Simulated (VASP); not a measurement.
# CaO (Fm-3m) in VASP: Born charges and dielectric tensor with PBE

Aim: the Born charges and dielectric tensor of CaO with PBE.

Everything below comes from runs of VASP 6.6.1. Logs are shortened: lines on timing, memory, paths and dates and some standing lists are left out, and cuts for length are marked.

**1. The structure**

It takes space group Fm-3m (No. 225, cubic). Conventional cell: a = 4.837 Å, b = 4.837 Å, c = 4.837 Å, α = 90.00°, β = 90.00°, γ = 90.00°. Around Ca (site symmetry m-3m) lie 6 O at 2.42 Å. O (site symmetry m-3m) has 6 Ca at 2.42 Å as nearest neighbours.

**2. Born charges and dielectric tensor, PBE**

INCAR reads:

```
SYSTEM = CaO
PREC = Accurate
ENCUT = 600
EDIFF = 1E-8
ISMEAR = 0
SIGMA = 0.02
LREAL = .False.
LASPH = .True.
NELM = 80
ALGO = Fast
ISIF = 2
LWAVE = .False.
LCHARG = .False.
GGA = PE
LEPSILON = .True.
IBRION = 8
NSW = 1
```

KPOINTS reads:

```
Automatic mesh
0
Gamma
  8 8 8
  0 0 0
```

POSCAR reads:

```
CaO
1.0
    0.0000000000      2.4186600000      2.4186600000
    2.4186600000      0.0000000000      2.4186600000
    2.4186600000      2.4186600000      0.0000000000
Ca O
1 1
Direct
    0.0000000000      0.0000000000      0.0000000000
    0.5000000000      0.5000000000      0.5000000000
```

Potentials or basis: VASP PAW PBE potentials, release 64 (Ca_sv, O).

On the command line:

```sh
> cat potpaw_PBE.64/Ca_sv/POTCAR potpaw_PBE.64/O/POTCAR > POTCAR
> mpirun -np 1 vasp_std > vasp.out
```

OUTCAR:

```text
SYSTEM = CaO
   PREC = Accurate
   ENCUT = 600
   EDIFF = 1E-8
   ISMEAR = 0
   LREAL = .False.
   LASPH = .True.
   NELM = 80
   ISIF = 2
   GGA = PE
   LEPSILON = .True.
   IBRION = 8
   NSW = 1

 ion  position               nearest neighbor table
   1  0.000  0.000  0.000-   2 2.42   2 2.42   2 2.42   2 2.42   2 2.42   2 2.42
   2  0.500  0.500  0.500-   1 2.42   1 2.42   1 2.42   1 2.42   1 2.42   1 2.42

  LATTYP: Found a face centered cubic cell.
 ALAT       =     4.8373200000

  Lattice vectors:

 A1 = (   0.0000000000,   2.4186600000,   2.4186600000)
 A2 = (   2.4186600000,   0.0000000000,   2.4186600000)
 A3 = (   2.4186600000,   2.4186600000,   0.0000000000)

Analysis of symmetry for initial positions (statically):
=====================================================================
 Subroutine PRICEL returns:
 Original cell was already a primitive cell.

 Routine SETGRP: Setting up the symmetry group for a
 face centered cubic supercell.

 Subroutine GETGRP returns: Found 48 space group operations
 (whereof 48 operations were pure point group operations)
 out of a pool of 48 trial point group operations.

The static configuration has the point symmetry O_h .

Analysis of symmetry for dynamics (positions and initial velocities):
=====================================================================
 Subroutine PRICEL returns:
 Original cell was already a primitive cell.

 Routine SETGRP: Setting up the symmetry group for a
 face centered cubic supercell.

 Subroutine GETGRP returns: Found 48 space group operations
 (whereof 48 operations were pure point group operations)
 out of a pool of 48 trial point group operations.

The dynamic configuration has the point symmetry O_h .

 Subroutine INISYM returns: Found 48 space group operations
 (whereof 48 operations are pure point group operations),
 and found     1 'primitive' translations

[... 593 lines left out ...]
     0.01756  0.00000 -0.00000
     0.00000 -0.00994  0.00000
     0.00000  0.00000 -0.00994

 MACROSCOPIC STATIC DIELECTRIC TENSOR (including local field effects in DFT)
 ------------------------------------------------------
           3.783564    -0.000000     0.000000
          -0.000000     3.783564     0.000000
          -0.000000     0.000000     3.783564
 ------------------------------------------------------

 PIEZOELECTRIC TENSOR (including local field effects)  for field in x, y, z        (e  Angst)
          XX          YY          ZZ          XY          YZ          ZX
  --------------------------------------------------------------------------------
  x     0.00000     0.00000     0.00000     0.00000     0.00000     0.00000
  y     0.00000     0.00000     0.00000     0.00000     0.00000     0.00000
  z     0.00000     0.00000     0.00000     0.00000     0.00000     0.00000

 PIEZOELECTRIC TENSOR (including local field effects)  for field in x, y, z        (C/m^2)
          XX          YY          ZZ          XY          YZ          ZX
  --------------------------------------------------------------------------------
  x     0.00000     0.00000     0.00000     0.00000     0.00000     0.00000
  y     0.00000     0.00000     0.00000     0.00000     0.00000     0.00000
  z     0.00000     0.00000     0.00000     0.00000     0.00000     0.00000

 BORN EFFECTIVE CHARGES (including local field effects) (in |e|, cummulative output)
 ---------------------------------------------------------------------------------
 ion    1
    1     2.35093     0.00000     0.00000
    2     0.00000     2.35093     0.00000
    3     0.00000     0.00000     2.35093
 ion    2
    1    -2.35093     0.00000     0.00000
    2     0.00000    -2.35093     0.00000
    3     0.00000     0.00000    -2.35093

 INTERNAL STRAIN TENSOR FOR ION    2 for displacements in x,y,z  (eV/Angst):
          X           Y           Z          XY          YZ          ZX
  --------------------------------------------------------------------------------
  x     0.00000     0.00000     0.00000     0.00000     0.00000     0.00000
  y     0.00000     0.00000     0.00000     0.00000     0.00000     0.00000
  z     0.00000     0.00000     0.00000     0.00000     0.00000     0.00000

 SECOND DERIVATIVES (NOT SYMMETRIZED)
 ------------------------------------
               1X          1Y          1Z          2X          2Y          2Z
  1X    -2.826124    0.000000    0.000000    2.826124    0.000000    0.000000
  1Y     0.000000   -2.826124    0.000000    0.000000    2.826124    0.000000
  1Z     0.000000    0.000000   -2.826124    0.000000    0.000000    2.826124
  2X     2.814034    0.000000    0.000000   -2.814034    0.000000    0.000000
  2Y     0.000000    2.814034    0.000000    0.000000   -2.814034    0.000000
  2Z     0.000000    0.000000    2.814034    0.000000    0.000000   -2.814034

 Eigenvectors and eigenvalues of the dynamical matrix
 ----------------------------------------------------

   1 f  =    7.760056 THz    48.757869 2PiTHz  258.847600 cm-1    32.092998 meV
             X         Y         Z           dx          dy          dz
      0.000000  0.000000  0.000000    -0.000000   -0.534969    0.000000
      2.418660  2.418660  2.418660     0.000000    0.844871    0.000000
[... 21 lines left out ...]
   6 f/i=    0.007518 THz     0.047239 2PiTHz    0.250786 cm-1     0.031094 meV
             X         Y         Z           dx          dy          dz
      0.000000  0.000000  0.000000    -0.029115    0.839331    0.092103
      2.418660  2.418660  2.418660    -0.018435    0.531461    0.058319

--------------------------------------------------------------------------------------------------------

 MACROSCOPIC STATIC DIELECTRIC TENSOR IONIC CONTRIBUTION
 ------------------------------------------------------
          12.532277     0.000000     0.000000
           0.000000    12.532277     0.000000
           0.000000     0.000000    12.532277
 ------------------------------------------------------

 ELASTIC MODULI CONTR FROM IONIC RELAXATION (kBar)
 Direction    XX          YY          ZZ          XY          YZ          ZX
 --------------------------------------------------------------------------------
 XX           0.0000      0.0000      0.0000      0.0000      0.0000      0.0000
 YY           0.0000      0.0000      0.0000      0.0000      0.0000      0.0000
 ZZ           0.0000      0.0000      0.0000      0.0000      0.0000      0.0000
 XY           0.0000      0.0000      0.0000      0.0000      0.0000      0.0000
 YZ           0.0000      0.0000      0.0000      0.0000      0.0000      0.0000
 ZX           0.0000      0.0000      0.0000      0.0000      0.0000      0.0000
 --------------------------------------------------------------------------------

 PIEZOELECTRIC TENSOR IONIC CONTR  for field in x, y, z        (C/m^2)
          XX          YY          ZZ          XY          YZ          ZX
  --------------------------------------------------------------------------------
  x     0.00000     0.00000     0.00000     0.00000     0.00000     0.00000
  y     0.00000     0.00000     0.00000     0.00000     0.00000     0.00000
  z     0.00000     0.00000     0.00000     0.00000     0.00000     0.00000
```

stdout:

```text
POSCAR found type information on POSCAR CaO
 POSCAR found :  2 types and       2 ions
 scaLAPACK will be used
 LDA part: xc-table for (Slater+PW92), standard interpolation
 POSCAR, INCAR and KPOINTS ok, starting setup
 FFT: planning ... GRIDC
 FFT: planning ... GRID_SOFT
 FFT: planning ... GRID
 WAVECAR not read
 entering main loop
[... 29 lines left out ...]
  Direction:   3
 dielectric tensor                  component  3 :     0.022     0.180     3.784
 Linear response DOF=           2
 Linear response progress:
 first order change of Fermi-energy   0.28790E-02
 force on displaced ion       1 direction 1 :  -2.826   0.000   0.000
 Born effective charge ion    1 direction 1 :   2.350   0.000   0.000
 Linear response progress:
 first order change of Fermi-energy   0.96708E-04
 force on displaced ion       2 direction 1 :  -2.814   0.000   0.000
 Born effective charge ion    2 direction 1 :  -2.351   0.000   0.000
 Born effective charges drift removed
 Linear response finished
```

Run time: 8 min. Hardware: 1 thread of Intel Xeon Platinum 8259CL at 2.50GHz (Skylake/Cascade Lake), shared host; peak memory 0.23 GiB.

Results:

| Property | Result |
| --- | --- |
| Band gap on the k mesh | 3.64 eV, indirect (least direct gap 4.02 eV) |
| Electronic dielectric tensor (diagonal) | 3.78 |
| Born charges (mean of the diagonal) | Ca +2.35; O -2.35 e |
| Highest phonon frequency at Γ, LO-TO splitting left out | 259 cm⁻¹ |

Phonon frequencies in cm⁻¹ (negative: imaginary):
```
              q point        frequencies
(0.000, 0.000, 0.000)  0 0 0 259 259 259
```

Electronic dielectric tensor:
```
3.78 0.00 0.00
0.00 3.78 0.00
0.00 0.00 3.78
```

Born effective charge tensors (e):
atom 1, Ca
```
2.35 0.00 0.00
0.00 2.35 0.00
0.00 0.00 2.35
```
atom 2, O
```
-2.35  0.00  0.00
 0.00 -2.35  0.00
 0.00  0.00 -2.35
```
